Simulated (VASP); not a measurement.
Input:

```
CELL_PARAMETERS angstrom
     -1.58000     1.58000     1.58000
      1.58000    -1.58000     1.58000
      1.58000     1.58000    -1.58000
ATOMIC_POSITIONS crystal
  W  0.00000 0.00000 0.00000
```

The numbers are results of PW91 GGA, VASP's PBE PAW potentials (set 64) (plane waves; VASP 6.6.1), not measurements. Numerical set-up: 520 eV cut-off, 15×15×15 Γ-centred mesh, first-order Methfessel-Paxton smearing of 0.10 eV, potentials W_sv.

Energy and stress use the plane-wave basis of the starting cell.

Q: The ions, cell shape and volume are relaxed. Predict the relaxed structure.

A: 
```
CELL_PARAMETERS angstrom
     -1.59576     1.59576     1.59576
      1.59576    -1.59576     1.59576
      1.59576     1.59576    -1.59576
ATOMIC_POSITIONS crystal
  W  0.00000 0.00000 0.00000
```
Space group Im-3m (229), at a tolerance of 0.03 Å.

Q: How do energy and volume change from the first to the last step?

A: The energy (σ→0) changes by -13.9 meV/atom and the volume by +3.0 %, in 4 ionic steps.

| step | E(σ→0) (eV) | max force (eV/Å) | pressure (GPa) | volume (Å³) |
|---|---|---|---|---|
| 1 | -12.8326 | 0.000 | 9.60 | 15.78 |
| 2 | -12.6914 | 0.000 | -25.39 | 18.04 |
| 3 | -12.8465 | 0.000 | -0.38 | 16.27 |
| 4 | -12.8465 | 0.000 | -0.03 | 16.25 |

The compound is W in the bcc structure. This run relaxes it. Symmetry was kept, so distortions that lower it aren't found.
